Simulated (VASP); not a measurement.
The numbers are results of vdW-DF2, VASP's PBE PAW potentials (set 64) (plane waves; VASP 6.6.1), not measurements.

The input files of a VASP run:

INCAR:
```
SYSTEM = AuZn
PREC = Accurate; ENCUT = 520; LREAL = F
LASPH = T
EDIFF = 1E-6; NELM = 100; ALGO = Normal
LMAXMIX = 6
ISMEAR = 1; SIGMA = 0.1
GGA = ML; LUSE_VDW = T; AGGAC = 0.0
ZAB_VDW = -1.8867
IBRION = 2; NSW = 60; ISIF = 3
EDIFFG = -0.01
LWAVE = F; LCHARG = F
```

File KPOINTS:
```
Automatic mesh
0
Gamma
10 10 10
0 0 0
```

### POSCAR
```
AuZn
1
    3.1500000000     0.0000000000     0.0000000000
    0.0000000000     3.1500000000     0.0000000000
    0.0000000000     0.0000000000     3.1500000000
Zn Au
1 1
Direct
  0.5000000000   0.5000000000   0.5000000000
  0.0000000000   0.0000000000   0.0000000000
```

POTCAR, in this order: Zn Au (PBE.64 set). Program: vasp_std.

Q: What will the output report for the number of irreducible k-points (NKPTS), largest plane-wave count, number of space-group operations, FFT grid (NGX, NGY, NGZ)?

A: 
- number of irreducible k-points (NKPTS) = 56
- largest plane-wave count = 862
- number of space-group operations = 48
- FFT grid (NGX, NGY, NGZ) = 24 × 24 × 24

The compound is AuZn in the CsCl type structure. This run relaxes it. Symmetry was kept, so distortions that lower it aren't found. The electron count is odd and the run is not spin-polarised, which forces a metal.
